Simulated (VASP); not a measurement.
Input:

```
BeTe
1.0
    0.00000     2.83680     2.83680
    2.83680     0.00000     2.83680
    2.83680     2.83680     0.00000
Be Te
1 1
Direct
  0.00000   0.00000   0.00000
  0.25000   0.25000   0.25000
```

All values below come from TPSS meta-GGA, VASP's PBE PAW potentials (set 64) (plane waves; VASP 6.6.1). Run with 520 eV cut-off, 9×9×9 Γ-centred mesh, tetrahedra with Blöchl corrections, potentials Be Te.

Unless said otherwise, spin-orbit coupling is left out, though it shifts the bands of the heavy elements here.

What does the run give for the energy per atom (σ→0), band gap (over mesh and band path) with the smallest direct gap where there is one?

```yaml
band gap (over mesh and band path): 2.12 eV
smallest direct gap (over mesh and band path): 3.86 eV
energy per atom (σ→0): -8.302 eV/atom
```

The compound is BeTe in the zinc blende structure. It was relaxed first.
